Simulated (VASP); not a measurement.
# CaMn2Bi2: input slips in a magnetic run and what they do, part 2 of 2

Some runs on the magnet CaMn2Bi2 get a fault in the input on purpose. Which of them show, and how? The starting structure is a computed structure from the Materials Project. The reference starts from ferromagnetic moments.

VASP 6.6.1.

Results so far: reference 4.12 μB on Mn.

**5. Run with spin polarisation switched off**

Level of this step: PBEsol, no spin polarisation; plane waves and PAW (Bi_d, Mn_pv, Ca_sv) (VASP).

A slip made on purpose: spin polarisation switched off. Against step 2 the input has no ISPIN and no MAGMOM (also changed: NELM, NBANDS and LMAXMIX).

File INCAR:

```
SYSTEM = CaMn2Bi2
PREC = Accurate
ENCUT = 400
EDIFF = 1E-07
NELM = 60
ISMEAR = 1
SIGMA = 0.15
LREAL = .FALSE.
ALGO = Normal
GGA = PS
NBANDS = 40
LASPH = .TRUE.
LORBIT = 11
LWAVE = .FALSE.
LCHARG = .FALSE.
KPAR = 8
```

File POSCAR:

```
CaMn2Bi2
1.0
    4.6263818529      0.0000000000      0.0000000000
   -2.3131909265      4.0065642123      0.0000000000
    0.0000000000      0.0000000000      7.7287920000
Bi Mn Ca
2 2 1
Direct
    0.3333333333      0.6666666667      0.7511910000
    0.6666666667      0.3333333333      0.2488090000
    0.3333333333      0.6666666667      0.3792650000
    0.6666666667      0.3333333333      0.6207350000
    0.0000000000      0.0000000000      0.0000000000
```

File KPOINTS:

```
Automatic mesh
0
Gamma
8 8 4
0 0 0
```

The projector-augmented-wave data sets are Bi_d, Mn_pv and Ca_sv (PBE family, release 64).

Command:

```sh
> mpirun -np 8 vasp_std
```

The program printed:

```text
[... set-up lines as in an earlier step ...]
 entering main loop
       N       E                     dE             d eps       ncg     rms          rms(c)
DAV:   1     0.719473340916E+03    0.71947E+03   -0.31767E+04  2896   0.161E+03
DAV:   2     0.360460645357E+02   -0.68343E+03   -0.66973E+03  2824   0.507E+02
DAV:   3    -0.265275231570E+02   -0.62574E+02   -0.60753E+02  3592   0.168E+02
DAV:   4    -0.296335918107E+02   -0.31061E+01   -0.30599E+01  4184   0.360E+01
[...]
DAV:  15    -0.261909855320E+02    0.65750E-06   -0.92756E-06  3512   0.249E-02    0.539E-03
DAV:  16    -0.261909856106E+02   -0.78540E-07   -0.12649E-06  3472   0.971E-03    0.253E-03
DAV:  17    -0.261909856041E+02    0.64774E-08   -0.19520E-07  2520   0.438E-03
   1 F= -.26190986E+02 E0= -.26184785E+02  d E =-.186031E-01
```

Run time: 28 s. Hardware: 8 MPI ranks of AMD EPYC 9R14 (Zen 4), shared host; peak memory 2.2 GiB; 3.4 min of CPU time.

From OUTCAR (step 5):

```text
  Total      -10.3597939    -10.3597939    -11.4000285      0.0000000      0.0000000      0.0000000
  in kB     -115.8607926   -115.8607926   -127.4944613      0.0000000      0.0000000      0.0000000
  external PRESSURE =    -119.7386822 kB  Pullay stress =       0.0000000 kB

 POSITION                                       TOTAL-FORCE (eV/Angst)
 -----------------------------------------------------------------------------------
     -0.00000      2.67104      5.80580         0.000000      0.000000     -1.723924
      2.31319      1.33552      1.92299         0.000000     -0.000000      1.723924
     -0.00000      2.67104      2.93126        -0.000000     -0.000000      0.876560
      2.31319      1.33552      4.79753         0.000000      0.000000     -0.876560
      0.00000      0.00000      0.00000         0.000000      0.000000      0.000000
 -----------------------------------------------------------------------------------
    total drift:                               -0.000000      0.000000     -0.000000

  FREE ENERGIE OF THE ION-ELECTRON SYSTEM (eV)
  ---------------------------------------------------
  free  energy   TOTEN  =       -26.1909856041 eV

  energy  without entropy=      -26.1723825310  energy(sigma->0) =      -26.18478458

[... 1 part as in an earlier step ...]

[... 2 further parts left out ...]
[key lines of the parts left out:]
E-fermi :   4.6179
```

Without spin polarisation there are no moments by construction; the energy lies +654.1 meV an atom from the reference.

**6. Run with a k mesh far too coarse**

A slip made on purpose: a k mesh far too coarse. Against step 2 the input has a 1×1×1 mesh (also changed: NELM, NCORE and KPAR).

INCAR: that of step 5 with these lines changed.

```diff
@@ -10,4 +10,7 @@
 GGA = PS
-NBANDS = 40
+NBANDS = 49
+ISPIN = 2
+MAGMOM = 0 0 4.8 4.8 0
 LASPH = .TRUE.
+LMAXMIX = 4
 LORBIT = 11
@@ -15,2 +18,2 @@
 LCHARG = .FALSE.
-KPAR = 8
+NCORE = 8
```

POSCAR is that of step 5.

File KPOINTS:

```
Automatic mesh
0
Gamma
1 1 1
0 0 0
```

Command:

```sh
> mpirun -np 8 vasp_std
```

The program printed:

```text
[banner, memory and clock lines left out]
running    8 mpi-ranks, on    1 nodes
[...]
[... a notice as in an earlier step ...]

 [... a notice as in an earlier step ...]

 LDA part: xc-table for (Slater+PW92), standard interpolation
 POSCAR, INCAR and KPOINTS ok, starting setup
[...]
entering main loop
       N       E                     dE             d eps       ncg     rms          rms(c)
DAV:   1     0.720312728809E+03    0.72031E+03   -0.30284E+04   204   0.131E+03
DAV:   2     0.460455325297E+02   -0.67427E+03   -0.65027E+03   196   0.432E+02
DAV:   3    -0.183232445086E+02   -0.64369E+02   -0.61347E+02   237   0.145E+02
DAV:   4    -0.223045633519E+02   -0.39813E+01   -0.39095E+01   272   0.329E+01
[...]
DAV:  18    -0.209955324578E+02   -0.13592E-05   -0.35657E-06   216   0.861E-03    0.293E-03
DAV:  19    -0.209955328331E+02   -0.37528E-06   -0.72614E-07   216   0.391E-03    0.116E-03
DAV:  20    -0.209955329057E+02   -0.72621E-07   -0.41727E-08   176   0.944E-04
   1 F= -.20995533E+02 E0= -.21003364E+02  d E =0.234936E-01  mag=     5.8870
```

Wall time 6.6 s (8 MPI ranks); peak memory 0.77 GiB; 44 s of CPU time.

From OUTCAR (step 6):

```text
  Total        2.4168317      2.4168317     -8.6633634     -0.0000000      0.0000000     -0.0000000
  in kB       27.0291121     27.0291121    -96.8884286     -0.0000000      0.0000000     -0.0000000
  external PRESSURE =     -14.2767348 kB  Pullay stress =       0.0000000 kB

 POSITION                                       TOTAL-FORCE (eV/Angst)
 -----------------------------------------------------------------------------------
     -0.00000      2.67104      5.80580         0.000000     -0.000000     -1.399659
      2.31319      1.33552      1.92299        -0.000000      0.000000      1.399659
     -0.00000      2.67104      2.93126        -0.000000      0.000000      0.410999
      2.31319      1.33552      4.79753         0.000000     -0.000000     -0.410999
      0.00000      0.00000      0.00000        -0.000000      0.000000     -0.000000
 -----------------------------------------------------------------------------------
    total drift:                               -0.000000      0.000000     -0.000000

  FREE ENERGIE OF THE ION-ELECTRON SYSTEM (eV)
  ---------------------------------------------------
  free  energy   TOTEN  =       -20.9955329057 eV

  energy  without entropy=      -21.0190264973  energy(sigma->0) =      -21.00336410

 magnetization (x)
# of ion       s       p       d       tot
------------------------------------------
    1        0.110  -0.250   0.007  -0.133
    2        0.110  -0.250   0.007  -0.133
    3        0.059   0.009   2.593   2.661
    4        0.059   0.009   2.593   2.661
    5        0.038  -0.007   0.121   0.151
--------------------------------------------------
tot          0.377  -0.489   5.321   5.208

[... 1 part as in an earlier step ...]

[... 2 further parts left out ...]
[key lines of the parts left out:]
E-fermi :   5.7691
```

A k mesh far too coarse: the moments inside the Mn spheres have a mean size of 2.66 μB, and the cell carries 5.89 μB.

**7. Run with a total moment fixed by a leftover tag**

A slip made on purpose: a total moment fixed by a leftover tag. Against step 2 the input has NUPDOWN = 0 (also changed: NELM).

INCAR: that of step 6 with these lines changed.

```diff
@@ -18,2 +18,3 @@
 LCHARG = .FALSE.
-NCORE = 8
+KPAR = 8
+NUPDOWN = 0
```

POSCAR is that of step 6.

File KPOINTS:

```
Automatic mesh
0
Gamma
8 8 4
0 0 0
```

Command:

```sh
> mpirun -np 8 vasp_std
```

The program printed:

```text
[... set-up lines as in an earlier step ...]
 entering main loop
       N       E                     dE             d eps       ncg     rms          rms(c)
DAV:   1     0.731426997936E+03    0.73143E+03   -0.30449E+04  6980   0.131E+03
DAV:   2     0.446899608220E+02   -0.68674E+03   -0.66246E+03  6885   0.429E+02
DAV:   3    -0.200673046492E+02   -0.64757E+02   -0.61874E+02  7624   0.146E+02
DAV:   4    -0.235888664416E+02   -0.35216E+01   -0.34148E+01 10088   0.323E+01
[...]
DAV:  22    -0.262863683536E+02   -0.48412E-05   -0.11595E-06  6211   0.701E-03    0.156E-03
DAV:  23    -0.262863685427E+02   -0.18906E-06   -0.19978E-07  5303   0.224E-03    0.850E-04
DAV:  24    -0.262863685869E+02   -0.44256E-07   -0.44577E-08  3638   0.122E-03
   1 F= -.26286369E+02 E0= -.26283424E+02  d E =-.883352E-02  mag=     0.0000
```

Run time: 82 s. Hardware: 8 MPI ranks; peak memory 3.5 GiB.

OUTCAR, selected parts (step 7):

```text
  Total       -9.4894428     -9.4894428    -10.1862789      0.0000000      0.0000000      0.0000000
  in kB     -106.1270495   -106.1270495   -113.9202539      0.0000000      0.0000000      0.0000000
  external PRESSURE =    -108.7247843 kB  Pullay stress =       0.0000000 kB

 POSITION                                       TOTAL-FORCE (eV/Angst)
 -----------------------------------------------------------------------------------
     -0.00000      2.67104      5.80580         0.000000     -0.000000     -1.600256
      2.31319      1.33552      1.92299        -0.000000      0.000000      1.600256
     -0.00000      2.67104      2.93126        -0.000000      0.000000      0.658144
      2.31319      1.33552      4.79753         0.000000     -0.000000     -0.658144
      0.00000      0.00000      0.00000         0.000000      0.000000      0.000000
 -----------------------------------------------------------------------------------
    total drift:                               -0.000000      0.000000     -0.000000

  FREE ENERGIE OF THE ION-ELECTRON SYSTEM (eV)
  ---------------------------------------------------
  free  energy   TOTEN  =       -26.2863685869 eV

  energy  without entropy=      -26.2775350655  energy(sigma->0) =      -26.28342408

 magnetization (x)
# of ion       s       p       d       tot
------------------------------------------
    1        0.001  -0.050   0.000  -0.050
    2        0.001  -0.050   0.000  -0.050
    3        0.000   0.001   0.111   0.112
    4        0.000   0.001   0.111   0.112
    5        0.000  -0.001  -0.018  -0.019
--------------------------------------------------
tot          0.001  -0.100   0.204   0.105

[... 2 parts as in an earlier step ...]

[... 1 further part left out ...]
[key lines of the parts left out:]
E-fermi :   4.8057
```

A total moment fixed by a leftover tag: the moments inside the Mn spheres have a mean size of 0.11 μB, and the cell carries 0.00 μB.

**8. The runs compared**

| run | ended | mean size of the moment on Mn (μB) | cell (μB) | gap on the mesh (eV) | core minutes |
| --- | --- | --- | --- | --- | --- |
| reference | converged | 4.12 | 9.19 | none | 8.0 |
| a list of starting moments that is one short | stopped by VASP | - | - | - | 0.96 |
| too few electronic steps | not converged | - | - | - | 2.67 |
| spin polarisation switched off | converged | 0.0 | - | none | 3.73 |
| a k mesh far too coarse | converged | 2.66 | 5.89 | - | 0.88 |
| a total moment fixed by a leftover tag | converged | 0.11 | 0.0 | - | 10.9 |

Core minutes are wall time times ranks of the run shown, on a shared host.

**9. What came out**

```
mean size of the moment on Mn, reference                              : 4.12 μB
mean size of the moment on Mn, spin polarisation switched off         : 0.00 μB
mean size of the moment on Mn, a k mesh far too coarse                : 2.66 μB
mean size of the moment on Mn, a total moment fixed by a leftover tag : 0.11 μB
run with a list of starting moments that is one short                 : stopped by VASP
run with too few electronic steps                                     : not converged
```

**Reading.** VASP stopped by itself in the run with a list of starting moments that is one short. The run with too few electronic steps didn't converge. Finished, but with signs in the output that stand out against the reference: spin polarisation switched off, with the Mn moment changed from 4.12 to 0.00 μB and the energy by +654 meV an atom (signs: no moments, where the reference has up to 4.12 μB, a stress of up to 12.7 GPa and forces of up to 1.72 eV/Å); a k mesh far too coarse, with the Mn moment changed from 4.12 to 2.66 μB and the energy by +1690 meV an atom (signs: a largest site moment of 2.66 μB against 4.12 μB, a stress of up to 9.7 GPa and forces of up to 1.40 eV/Å); a total moment fixed by a leftover tag, with the Mn moment changed from 4.12 to 0.11 μB and the energy by +634 meV an atom (signs: a largest site moment of 0.11 μB against 4.12 μB, a stress of up to 11.4 GPa and forces of up to 1.60 eV/Å). Another run with the same input but another start ends lower by 99 meV an atom, with moments of up to 4.0 μB that cancel in the cell; so the state that PBEsol gives here isn't the lowest. Further runs on this material are not shown.

[Lines on the potential files, build, host, timing and source positions are cut from VASP's logs without a mark.]

[Logs are printed without paths, hosts, clocks, repeated set-up lines and the standing remarks that a program may print on its own settings, such as how far it seeks lower states.]

[Hosts, paths, dates, database ids (printed as entryN), source tags and the programs' standing remarks are cut or masked in the printed files.]
